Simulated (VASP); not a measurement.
The system is CoO.

```
Co O
1.0
     0.00000    2.13150    2.13150
     2.13150    0.00000    2.13150
     2.13150    2.13150    0.00000
Co O
1 1
Direct
  0.00000 0.00000 0.00000
  0.50000 0.50000 0.50000
```

Base run:

- Program: VASP 6.6.1
- Functional: PBEsol
- Potentials or basis: VASP PAW PBE potentials, release 64 (Co, O)
- Cutoff: 520 eV
- k mesh: 8 × 8 × 8
- Occupations: gaussian, width 0.05 eV
- Spin: no spin polarisation
- Hubbard terms: Co d U = 7 eV

Its results: band gap on the k mesh none (metal or under the smearing width); pressure -29.9 GPa.

Problem. The run is repeated on the same cell with these changes: spin from no spin polarisation to collinear spin, random start; further incar settings from ALGO = Fast; EDIFF = 1e-06; NBANDS = 14 to ALGO = Fast; EDIFF = 1e-06. What comes out?

Solution. Band gap on the k mesh none (metal or under the smearing width); pressure -12.1 GPa; net moment 3.00 μB per cell; site moments Co +2.82; O +0.21 μB.

Caveats: the PAW data sets were made with another functional, which shifts forces and pressure a little; a pressure of tens of GPa on the cell as given is suspect, and the run, the potentials or the cell itself is likely at fault (some runs); an odd number of electrons without spin polarisation forces a metal (some runs); a magnetic or distorted state may lie lower (some runs); U without spin polarisation on a metal has little footing (some runs); a cell with one magnetic atom can't hold antiferromagnetic order, which such compounds often take (some runs).
